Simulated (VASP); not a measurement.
Output of a VASP run:

OSZICAR:
```
...
DAV:   9    -0.133754759220E+01    0.35716E-03   -0.99657E-03   694   0.129E+00    0.124E-01
DAV:  10    -0.133759791046E+01   -0.50318E-04   -0.92754E-04   688   0.384E-01    0.723E-02
DAV:  11    -0.133766511492E+01   -0.67204E-04   -0.18569E-04   652   0.100E-01    0.199E-02
DAV:  12    -0.133765047751E+01    0.14637E-04   -0.90072E-05   744   0.999E-02    0.764E-03
DAV:  13    -0.133765125314E+01   -0.77563E-06   -0.10021E-05   652   0.263E-02    0.623E-03
DAV:  14    -0.133765117194E+01    0.81195E-07   -0.10001E-06   748   0.571E-03    0.272E-03
DAV:  15    -0.133765132281E+01   -0.15087E-06   -0.64868E-08   386   0.190E-03    0.103E-03
DAV:  16    -0.133765138794E+01   -0.65127E-07   -0.30351E-08   422   0.107E-03
   1 F= -.13376514E+01 E0= -.13376514E+01  d E =-.133765E+01
       N       E                     dE             d eps       ncg     rms          rms(c)
DAV:   1    -0.133800939856E+01   -0.35808E-03   -0.14566E-02   616   0.881E-01    0.878E-02
DAV:   2    -0.133781161694E+01    0.19778E-03   -0.27551E-04   724   0.170E-01    0.467E-02
DAV:   3    -0.133772025238E+01    0.91365E-04   -0.17923E-04   688   0.107E-01    0.149E-02
DAV:   4    -0.133771997156E+01    0.28082E-06   -0.22288E-05   682   0.432E-02    0.820E-03
DAV:   5    -0.133771965006E+01    0.32150E-06   -0.73910E-07   730   0.769E-03    0.286E-03
DAV:   6    -0.133771968580E+01   -0.35738E-07   -0.18407E-07   506   0.308E-03
   2 F= -.13377197E+01 E0= -.13377197E+01  d E =-.682979E-04
       N       E                     dE             d eps       ncg     rms          rms(c)
DAV:   1    -0.133785334774E+01   -0.13370E-03   -0.60745E-03   616   0.569E-01    0.567E-02
DAV:   2    -0.133777046662E+01    0.82881E-04   -0.11527E-04   724   0.110E-01    0.302E-02
DAV:   3    -0.133773224880E+01    0.38218E-04   -0.75450E-05   694   0.695E-02    0.967E-03
DAV:   4    -0.133773213797E+01    0.11083E-06   -0.93327E-06   664   0.279E-02    0.529E-03
DAV:   5    -0.133773200581E+01    0.13216E-06   -0.30998E-07   694   0.501E-03    0.186E-03
DAV:   6    -0.133773202137E+01   -0.15561E-07   -0.76626E-08   338   0.204E-03
   3 F= -.13377320E+01 E0= -.13377320E+01  d E =-.806334E-04
       N       E                     dE             d eps       ncg     rms          rms(c)
DAV:   1    -0.133785124609E+01   -0.11924E-03   -0.25464E-02   616   0.105E+00    0.444E-02
DAV:   2    -0.133781479478E+01    0.36451E-04   -0.23349E-04   714   0.127E-01    0.249E-02
DAV:   3    -0.133779262882E+01    0.22166E-04   -0.28781E-05   688   0.424E-02    0.942E-03
DAV:   4    -0.133779066263E+01    0.19662E-05   -0.59656E-06   736   0.194E-02    0.476E-03
DAV:   5    -0.133779065412E+01    0.85129E-08   -0.51541E-07   532   0.483E-03
   4 F= -.13377907E+01 E0= -.13377907E+01  d E =-.586327E-04
       N       E                     dE             d eps       ncg     rms          rms(c)
DAV:   1    -0.133840635716E+01   -0.61569E-03   -0.22925E-01   616   0.314E+00    0.133E-01
DAV:   2    -0.133807997611E+01    0.32638E-03   -0.20977E-03   720   0.380E-01    0.745E-02
DAV:   3    -0.133788129731E+01    0.19868E-03   -0.25866E-04   688   0.127E-01    0.283E-02
DAV:   4    -0.133786388819E+01    0.17409E-04   -0.53566E-05   736   0.582E-02    0.143E-02
DAV:   5    -0.133786380069E+01    0.87493E-07   -0.47321E-06   640   0.145E-02    0.458E-03
DAV:   6    -0.133786374963E+01    0.51067E-07   -0.58996E-07   706   0.581E-03
   5 F= -.13378637E+01 E0= -.13378637E+01  d E =-.131728E-03
```

**OUTCAR**
```
------------------------ aborting loop because EDIFF is reached ----------------------------------------
  FORCE on cell =-STRESS in cart. coord.  units (eV):
  Direction    XX          YY          ZZ          XY          YZ          ZX
  --------------------------------------------------------------------------------------
  Total        1.1023856      1.1023854      1.1050002      0.0000000      0.0000000      0.0000000
  in kB       15.6402949     15.6402924     15.6773899      0.0000000      0.0000000      0.0000000
  external PRESSURE =      15.6526591 kB  Pullay stress =       0.0000000 kB
  volume of cell :      112.93
      direct lattice vectors                 reciprocal lattice vectors
     2.151069082 -3.725760644  0.000000000     0.232442558 -0.134200784  0.000000000
     2.151069082  3.725760644 -0.000000000     0.232442558  0.134200784  0.000000000
    -0.000000000  0.000000000  7.045306035    -0.000000000  0.000000000  0.141938476
  FREE ENERGIE OF THE ION-ELECTRON SYSTEM (eV)
  ---------------------------------------------------
  free  energy   TOTEN  =        -1.3378637496 eV

  energy  without entropy=       -1.3378637496  energy(sigma->0) =       -1.33786375

 reached required accuracy - stopping structural energy minimisation
```
(Selected blocks of OUTCAR.)

POSCAR:
```
CdSe
1
    2.1545037031    -3.7317096362     0.0000000000
    2.1545037031     3.7317096362     0.0000000000
    0.0000000000     0.0000000000     7.0228611631
Cd Se
2 2
Direct
  0.6666670000   0.3333330000   0.5000500921
  0.3333330000   0.6666670000   0.0000500921
  0.6666670000   0.3333330000   0.8759499079
  0.3333330000   0.6666670000   0.3759499079
```

Q: Write an INCAR and KPOINTS that could have produced this output.

A: This is not unique; one that fits is the input of the run itself, optB86b-vdW, plane waves, VASP's PBE PAW potentials (set 64).

**INCAR**
```
! general
SYSTEM   = CdSe
PREC     = Accurate
ENCUT    = 520
LREAL    = .False.
LASPH    = .True.

! electronic loop
EDIFF    = 1E-7
NELM     = 100
ALGO     = Normal
LMAXMIX  = 4

! smearing
ISMEAR   = 0
SIGMA    = 0.05

! functional
GGA      = MK
LUSE_VDW = .True.
AGGAC    = 0.0
PARAM1   = 0.1234
PARAM2   = 1.0

! ions
IBRION   = 2
NSW      = 30
ISIF     = 4
EDIFFG   = -0.01

! output
LWAVE    = .False.
LCHARG   = .False.
```

### KPOINTS
```
K-points
0
Gamma
 6 6 3
0 0 0
```

POTCAR, in this order: Cd Se (PBE.64 set). Program: vasp_std.

The compound is CdSe in the wurtzite structure. This cell is one point of a volume scan, at 0.97 of the reference volume. Symmetry was kept, so distortions that lower it aren't found.
